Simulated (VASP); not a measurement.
Given:

```
PbS
1.0
    0.00000     3.02866     3.02866
    3.02866     0.00000     3.02866
    3.02866     3.02866     0.00000
Pb S
1 1
Direct
  0.00000   0.00000   0.00000
  0.50000   0.50000   0.50000
```

The numbers are results of revPBE GGA, VASP's PBE PAW potentials (set 64) (plane waves; VASP), not measurements. Settings: 520 eV cut-off, 9×9×9 Γ-centred mesh, tetrahedra with Blöchl corrections, potentials Pb_d S.

Q: What does the run give for the energy per atom (σ→0)?

A: 
- energy per atom (σ→0) = -4.092 eV/atom

Total energies compare only between runs with the same potentials, cut-off and functional.

The compound is PbS in the rock salt structure. It was relaxed first, which changed the volume by +6 %.
